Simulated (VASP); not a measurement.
# BrCIH2 in VASP: notebook

One molecule, BrCIH2, is run at these levels: PBE; tasks: single point, relaxation of the atoms.

All numbers are computed with VASP 6.6.1; they aren't measurements. Logs are shortened: lines on timing, memory, paths and dates and some standing lists are left out, and cuts for length are marked.

### Step 1. The undisturbed molecule

The cell holds a molecule in a box, 5 atoms: a = 13.000 Å, b = 11.000 Å, c = 12.000 Å, α = 90.00°, β = 90.00°, γ = 90.00°.

### Step 2. Single point, PBE (atoms moved at random, drawn with an rms of 0.05 Å)

Contents of INCAR:

```
ALGO = Normal ; EDIFF = 1E-6
ENCUT = 520 ; GGA = PE
ISIF = 2 ; ISMEAR = 0
LASPH = True ; LCHARG = False
LREAL = False ; LWAVE = False
NELM = 80 ; PREC = Accurate
SIGMA = 0.01
```

Contents of KPOINTS:

```
k-points
0
Gamma
  1 1 1
```

Contents of POSCAR:

```
H2CIBr
1.0
   13.0000000000      0.0000000000      0.0000000000
    0.0000000000     11.0000000000      0.0000000000
    0.0000000000      0.0000000000     12.0000000000
Br C I H
1 1 1 2
Direct
    0.3773030000      0.4781950000      0.5347490000
    0.5209560000      0.4973410000      0.4833780000
    0.6244760000      0.4090330000      0.6008930000
    0.5327580000      0.5885190000      0.4824680000
    0.5244560000      0.4478360000      0.4072020000
```

Potentials or basis: VASP PAW PBE potentials, release 64 (Br, C, I, H).

Launch:

```sh
cat potpaw_PBE.64/Br/POTCAR potpaw_PBE.64/C/POTCAR potpaw_PBE.64/I/POTCAR potpaw_PBE.64/H/POTCAR > POTCAR
mpirun -np 1 vasp_gam > vasp.out
```

OUTCAR:

```text
EDIFF = 1E-6
   ENCUT = 520
   GGA = PE
   ISIF = 2
   ISMEAR = 0
   LASPH = True
   LREAL = False
   NELM = 80
   PREC = Accurate

 ion  position               nearest neighbor table
   1  0.377  0.478  0.535-   2 1.98
   2  0.521  0.497  0.483-   4 1.01   5 1.06   1 1.98   3 2.18
   3  0.624  0.409  0.601-   2 2.18
   4  0.533  0.589  0.482-   2 1.01
   5  0.524  0.448  0.407-   2 1.06

  LATTYP: Found a simple orthorhombic cell.
 ALAT       =    11.0000000000
 B/A-ratio  =     1.0909090909
 C/A-ratio  =     1.1818181818

  Lattice vectors:

 A1 = (   0.0000000000,  11.0000000000,   0.0000000000)
 A2 = (   0.0000000000,   0.0000000000,  12.0000000000)
 A3 = (  13.0000000000,   0.0000000000,   0.0000000000)

Analysis of symmetry for initial positions (statically):
=====================================================================
 Subroutine PRICEL returns:
 Original cell was already a primitive cell.

 Routine SETGRP: Setting up the symmetry group for a
 simple orthorhombic supercell.

 Subroutine GETGRP returns: Found  1 space group operations
 (whereof  1 operations were pure point group operations)
 out of a pool of  8 trial point group operations.

The static configuration has the point symmetry C_1 .

Analysis of symmetry for dynamics (positions and initial velocities):
=====================================================================
 Subroutine PRICEL returns:
 Original cell was already a primitive cell.

 Routine SETGRP: Setting up the symmetry group for a
 simple orthorhombic supercell.

 Subroutine GETGRP returns: Found  1 space group operations
 (whereof  1 operations were pure point group operations)
 out of a pool of  8 trial point group operations.

The dynamic configuration has the point symmetry C_1 .

 Subroutine INISYM returns: Found  1 space group operations
 (whereof  1 operations are pure point group operations),
 and found     1 'primitive' translations

----------------------------------------------------------------------------------------

                                     Primitive cell

  volume of cell :    1716.0000

  direct lattice vectors                    reciprocal lattice vectors
    13.000000000  0.000000000  0.000000000     0.076923077  0.000000000  0.000000000
     0.000000000 11.000000000  0.000000000     0.000000000  0.090909091  0.000000000
     0.000000000  0.000000000 12.000000000     0.000000000  0.000000000  0.083333333

  length of vectors
    13.000000000 11.000000000 12.000000000     0.076923077  0.090909091  0.083333333

  position of ions in fractional coordinates (direct lattice)
     0.377303000  0.478195000  0.534749000
     0.520956000  0.497341000  0.483378000
     0.624476000  0.409033000  0.600893000
     0.532758000  0.588519000  0.482468000
     0.524456000  0.447836000  0.407202000

  ion indices of the primitive-cell ions
   primitive index   ion index
                 1           1
                 2           2
                 3           3
                 4           4
                 5           5

----------------------------------------------------------------------------------------

 KPOINTS: k-points

Automatic generation of k-mesh.
 Grid dimensions read from file:
 generate k-points for:    1    1    1

 Generating k-lattice:

  Cartesian coordinates                     Fractional coordinates (reciprocal lattice)
     0.076923077  0.000000000  0.000000000     1.000000000  0.000000000  0.000000000
     0.000000000  0.090909091  0.000000000     0.000000000  1.000000000  0.000000000
     0.000000000  0.000000000  0.083333333     0.000000000  0.000000000  1.000000000

  Length of vectors
     0.076923077  0.090909091  0.083333333

  Shift w.r.t. Gamma in fractional coordinates (k-lattice)
     0.000000000  0.000000000  0.000000000

 Subroutine IBZKPT returns following result:
 ===========================================

 Found      1 irreducible k-points:

 Following reciprocal coordinates:
            Coordinates               Weight
  0.000000  0.000000  0.000000      1.000000
   k-points           NKPTS =      1   k-points in BZ     NKDIM =      1   number of bands    NBANDS=     14
   number of dos      NEDOS =    301   number of ions     NIONS =      5
   total plane-waves  NPLWV = 740880
   dimension x,y,z NGX =    98 NGY =   84 NGZ =   90
   dimension x,y,z NGXF=   196 NGYF=  168 NGZF=  180
   ions per type =               1   1   1   2
   NGX,Y,Z   is equivalent  to a cutoff of  12.53, 12.70, 12.47 a.u.
   NGXF,Y,Z  is equivalent  to a cutoff of  25.06, 25.39, 24.94 a.u.
 SYSTEM =  unknown system
   PREC   = accura    normal or accurate (medium, high low for compatibility)
   ISTART =      0    job   : 0-new  1-cont  2-samecut
   ICHARG =      2    charge: 1-file 2-atom 10-const
   ISPIN  =      1    spin polarized calculation?
   LNONCOLLINEAR =      F non collinear calculations
   LSORBIT =      F    spin-orbit coupling
   LASPH  =      T    aspherical Exc in radial PAW
   ENCUT  =  520.0 eV  38.22 Ry    6.18 a.u.  24.17 20.45 22.31*2*pi/ulx,y,z
   NELM   =     80;   NELMIN=  2; NELMDL= -5     # of ELM steps
   EDIFF  = 0.1E-05   stopping-criterion for ELM
   LREAL  =      F    real-space projection
   EDIFFG = 0.1E-04   stopping-criterion for IOM
   NSW    =      0    number of steps for IOM
   IBRION =     -1    ionic relax: 0-MD 1-quasi-New 2-CG
   NFREE  =      0    steps in history (QN), initial steepest desc. (CG)
   ISIF   =      2    stress and relaxation
   ISYM   =      2    0-nonsym 1-usesym 2-fastsym
   POTIM  = 0.5000    time-step for ionic-motion
   TEBEG  =    0.0;   TEEND  =   0.0 temperature during run
   PSTRESS=    0.0 pullay stress
   NELECT =      20.0000    total number of electrons
   NUPDOWN=      -1.0000    fix difference up-down
   EMIN   =  10.00;   EMAX   =-10.00  energy-range for DOS
   EFERMI =   0.00;   METHOD = LEGACY
   ISMEAR =     0;   SIGMA  =   0.01  broadening in eV -4-tet -1-fermi 0-gaus
   EFERMI_NEDOS =   21; number of points for ismear=-14 and -15
   IALGO  =     38    algorithm
   IMIX   =      4    mixing-type and parameters
     AMIX     =   0.40;   BMIX     =  1.00
     AMIX_MAG =   1.60;   BMIX_MAG =  1.00
  volume/ion in A,a.u.               =     343.20      2316.03
  Fermi-wavevector in a.u.,A,eV,Ry     =   0.371175  0.701420  1.874490  0.137771
  Thomas-Fermi vector in A             =   1.299103
   LORBIT       =      0    0 simple, 1 ext, 2 COOP (PROOUT), +10 PAW based schemes
   GGA     = PE    functional components
   LHFCALC =     F    Hartree Fock is set to
   AEXX    =    0.0000 exact exchange contribution
   IVDW    =     0    specifies the selected vdW correction
   LEPSILON=     F    determine dielectric tensor
   LRPA    =     F    only Hartree local field effects (RPA)
 non-spin polarized calculation
 Gauss-broadening in eV      SIGMA  =   0.01
  energy-cutoff  :      520.00
  volume of cell :     1716.00
 maximum number of plane-waves:     23131
 NGX is ok and might be reduce to    98
   NGX = 49   NGY = 41   NGZ = 45

 number of electron      19.9999999 magnetization

 Free energy of the ion-electron system (eV)
  ---------------------------------------------------
  ext. energy  EPLUGINS =         0.00000000
  ---------------------------------------------------
  free energy    TOTEN  =       -18.83466785 eV

  energy without entropy =      -18.83466785  energy(sigma->0) =      -18.83466785

 E-fermi :  -5.9829     XC(G=0):  -0.9306

 val. band max:       -6.0338683433   @ k =   0.0000   0.0000   0.0000
 cond. band min:      -2.3226184269   @ k =   0.0000   0.0000   0.0000
 fundamental gap:      3.7112499164
 Fermi energy:        -5.9829147258

 k-point     1 :       0.0000    0.0000    0.0000
  band No.  band energies     occupation
      1     -20.6358      2.00000
      2     -17.9528      2.00000
      3     -15.8992      2.00000
      4     -11.8763      2.00000
      5      -9.9597      2.00000
      6      -9.3644      2.00000
      7      -6.8129      2.00000
      8      -6.6910      2.00000
      9      -6.2197      2.00000
     10      -6.0339      2.00000
     11      -2.3226      0.00000
     12      -1.2267      0.00000
     13      -0.4018      0.00000
     14       0.6646      0.00000

------------------------ aborting loop because EDIFF is reached ----------------------------------------

  FORCE on cell =-STRESS in cart. coord.  units (eV):
  Direction    XX          YY          ZZ          XY          YZ          ZX
  --------------------------------------------------------------------------------------
  -------------------------------------------------------------------------------------
  Total       -0.1685695      2.7199606      0.1064493      0.6467877      0.6139756     -0.2169312
  in kB       -0.1573882      2.5395450      0.0993885      0.6038861      0.5732505     -0.2025421
  external PRESSURE =       0.8271818 kB  Pullay stress =       0.0000000 kB

 VOLUME and BASIS-vectors are now :
 -----------------------------------------------------------------------------
  energy-cutoff  :      520.00
  volume of cell :     1716.00
      direct lattice vectors                 reciprocal lattice vectors
    13.000000000  0.000000000  0.000000000     0.076923077  0.000000000  0.000000000
     0.000000000 11.000000000  0.000000000     0.000000000  0.090909091  0.000000000
     0.000000000  0.000000000 12.000000000     0.000000000  0.000000000  0.083333333

 POSITION                                       TOTAL-FORCE (eV/Angst)
 -----------------------------------------------------------------------------------
      4.90494      5.26014      6.41699         0.121564      0.099287     -0.167952
      6.77243      5.47075      5.80054        -1.145392     -3.138016      1.512387
      8.11819      4.49936      7.21072        -0.027773      0.288917     -0.345258
      6.92585      6.47371      5.78962         0.786586      2.943644     -0.193225
      6.81793      4.92620      4.88642         0.265015     -0.193832     -0.805952
 -----------------------------------------------------------------------------------
    total drift:                               -0.000113     -0.000422      0.000280

  FREE ENERGIE OF THE ION-ELECTRON SYSTEM (eV)
  ---------------------------------------------------
  free  energy   TOTEN  =       -18.8346678531 eV

  energy  without entropy=      -18.8346678531  energy(sigma->0) =      -18.83466785
```

Wall time 2.2 min (1 thread of Intel Xeon Platinum 8488C (Sapphire Rapids), shared host); peak memory 1.2 GiB.

What came out:

| Item | Value |
| --- | --- |
| Free energy | -18.8347 eV |
| Largest force | 3.667 eV/Å |
| Gap between the frontier levels | 3.71 eV |

Forces in eV/Å, atoms in the order of the input:
```
Br   0.122  0.099 -0.168
C   -1.145 -3.138  1.512
I   -0.028  0.289 -0.345
H    0.787  2.944 -0.193
H    0.265 -0.194 -0.806
```

Caveat: spin-orbit coupling is left out, which moves the levels of the heavy elements.

### Step 3. Relaxation of the atoms, PBE (atoms moved at random, drawn with an rms of 0.02 Å)

Contents of INCAR:

```
SYSTEM = H2CIBr
ALGO = Normal
EDIFF = 1E-7
EDIFFG = -0.01
ENCUT = 520
GGA = PE
IBRION = 2
ISIF = 2
ISMEAR = 0
LASPH = .True.
LCHARG = .False.
LREAL = .False.
LWAVE = .False.
NELM = 60
NSW = 60
PREC = Accurate
SIGMA = 0.01
```

Contents of KPOINTS:

```
k-points
0
Gamma
  1 1 1
  0 0 0
```

Contents of POSCAR:

```
H2CIBr
1.0
   13.0000000000      0.0000000000      0.0000000000
    0.0000000000     11.0000000000      0.0000000000
    0.0000000000      0.0000000000     12.0000000000
Br C I H
1 1 1 2
Direct
    0.3780590000      0.4766590000      0.5309760000
    0.5179830000      0.4916040000      0.4873160000
    0.6240970000      0.4152490000      0.5998180000
    0.5352930000      0.5880940000      0.4802070000
    0.5258890000      0.4466640000      0.4075290000
```

Potentials or basis: VASP PAW PBE potentials, release 64 (Br, C, I, H).

Launch:

```sh
cat potpaw_PBE.64/Br/POTCAR potpaw_PBE.64/C/POTCAR potpaw_PBE.64/I/POTCAR potpaw_PBE.64/H/POTCAR > POTCAR
mpirun -np 1 vasp_gam > vasp.out
```

Wall time 17 min (1 thread of Intel Xeon Platinum 8488C (Sapphire Rapids), shared host); peak memory 1.5 GiB.

The run converged. Its results:

```
Free energy                     : -19.0102 eV
Energy gained by relaxing       : 6.9 meV/atom
Ionic steps                     : 17
Largest force after relaxing    : 0.008 eV/Å
Gap between the frontier levels : 3.88 eV
```

Forces on the atoms (eV/Å):
```
Br  -0.001 -0.001 -0.001
C   -0.002  0.007  0.003
I    0.003 -0.001  0.002
H    0.001 -0.004  0.001
H   -0.002 -0.001 -0.004
```

Step by step:
| step | energy change (eV) | largest force (eV/Å) | pressure (GPa) |
| --- | --- | --- | --- |
| 1 | 0.0000 | 0.8689 | 0.10 |
| 2 | -0.0253 | 0.8343 | 0.01 |
| 3 | -0.0286 | 0.5019 | 0.03 |
| 4 | -0.0229 | 0.8094 | -0.04 |
| 5 | -0.0334 | 0.1630 | 0.00 |
| 6 | -0.0335 | 0.2051 | -0.01 |
| 7 | -0.0338 | 0.0793 | -0.01 |
| 8 | -0.0342 | 0.0412 | 0.00 |
| 9 | -0.0343 | 0.0551 | 0.00 |
| 10 | -0.0345 | 0.0360 | 0.00 |
| 11 | -0.0346 | 0.0484 | 0.00 |
| 12 | -0.0345 | 0.1194 | 0.00 |
| 13 | -0.0346 | 0.0151 | 0.00 |
| 14 | -0.0346 | 0.0150 | 0.00 |
| 15 | -0.0346 | 0.0226 | 0.00 |
| 16 | -0.0347 | 0.0105 | 0.00 |
| 17 | -0.0347 | 0.0079 | 0.00 |

Final structure:
```xyz
5
Lattice="13.0000 0.0000 0.0000 0.0000 11.0000 0.0000 0.0000 0.0000 12.0000" Properties=species:S:1:pos:R:3 pbc="T T T"
Br    4.8720    5.2483    6.3743
C     6.7303    5.4171    5.8377
I     8.1452    4.5551    7.2063
H     6.9597    6.4806    5.7661
H     6.8500    4.8999    4.8857
```

Levels at points of the mesh, in eV from the valence-band top:
```
           k point  band 8  band 9  band 10  band 11  band 12  band 13
(0.00, 0.00, 0.00)   -0.61   -0.02     0.00     3.88     5.21     5.70
```

Caveat: spin-orbit coupling is left out, which moves the levels of the heavy elements.
